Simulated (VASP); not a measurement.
Given:

```
NiSb
1.0
    2.00912    -3.32165     0.00000
    2.00912     3.32165     0.00000
    0.00000     0.00000     5.12339
Ni Sb
2 2
Direct
  0.00000   0.00000   0.50000
  0.00000   0.00000   0.00000
  0.33333   0.66667   0.25000
  0.67971   0.34637   0.75000
```
Cell charge -0.1.

These are PBE GGA, VASP's PBE PAW potentials (set 64) (plane waves; VASP) values and carry that method's errors. Settings: NELECT = 30.1, 400 eV cut-off, 8×8×6 Γ-centred mesh, Gaussian smearing of 0.050 eV, potentials Ni Sb.

The cell is charged, with a uniform compensating background.

Problem. Give the force on each atom (eV/Å).

Solution. 
| atom | Fx | Fy | Fz |
|---|---|---|---|
| Ni1 | 0.156 | 0.012 | -0.012 |
| Ni2 | 0.156 | 0.012 | 0.012 |
| Sb3 | 0.023 | -0.330 | 0.000 |
| Sb4 | -0.335 | 0.307 | 0.000 |

Problem. Give the stress tensor in GPa (positive for a compressed cell).

Solution. 
```
 4.70   0.85   0.00
 0.85  10.78   0.00
 0.00   0.00   6.93
```
The pressure is its mean diagonal, 7.47 GPa.

The compound is NiSb in the NiAs type structure. The cell was not relaxed at this level, atoms are displaced from their ideal sites. The run is one of a series of settings (ISMEAR = 0, NELECT = 30.1, SIGMA = 0.05 against the base run), some of them coarse on purpose. The run is not spin-polarised, so no magnetic state was tried.
